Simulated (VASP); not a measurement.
An input for Ansatz (written as the equivalent of a VASP run, and not itself run):

Ansatz 0.2 input:
```yaml
crystal:
  lattice:
    - [4.2098956, 0.0000000, 0.0000000]
    - [0.0000000, 4.2098956, 0.0000000]
    - [0.0000000, 0.0000000, 4.2098956]
  atoms:
    - { symbol: Cs, position: [0.0000000, 0.0000000, 0.0000000] }
    - { symbol: Cl, position: [0.5000000, 0.5000000, 0.5000000] }
kpoints:
  mp_grid: { grid: [6, 6, 6] }
hamiltonian:
  xc: pbe
  pseudopotentials: { kind: paw }
scf:
  occupations: { method: gaussian, width: 0.05 }
  max_iter: 100
output: { forces: true, stress: true, eigenvalues: true }
```

Q: Translate this input to VASP (INCAR, KPOINTS, POSCAR, choice of POTCAR).

A: Several could match; the one computed here: 
### KPOINTS
```
Automatic mesh
0
Gamma
6 6 6
0 0 0
```

**POSCAR**
```
CsCl
4.2098960
  0.9999998975   0.0000000000   0.0000000000
  0.0000000000   0.9999998975   0.0000000000
  0.0000000000   0.0000000000   0.9999998975
Cs Cl
1 1
Cart
  0.0000000000   0.0000000000   0.0000000000
  0.4999999487   0.4999999487   0.4999999487
```

### INCAR
```
LMAXMIX = 4
PREC = Accurate
ISMEAR = 0
GGA = PE   ! PBE
LWAVE = F
ENCUT = 520   ! plane-wave cut-off (eV)
ALGO = Normal   ! blocked Davidson
LASPH = T   ! aspherical one-centre terms
LREAL = F   ! projection in real space or not
EDIFF = 1E-6   ! SCF stop (eV)
LCHARG = T
NELM = 100
SIGMA = 0.05   ! width (eV)
SYSTEM = CsCl
```

POTCAR, in this order: Cs_sv Cl (PBE.64 set). Program: vasp_std.

The two are equivalent in intent, not identical: each code has its own PAW files, so the cut-off isn't converted (ENCUT is set for VASP's; basis.ecutwfc is left out, and Ansatz then takes the one that its files recommend); Ansatz stops its SCF on the density residual and VASP on the energy change (EDIFF).

The compound is CsCl in the CsCl type structure. It was relaxed first, which changed the volume by +7 %.
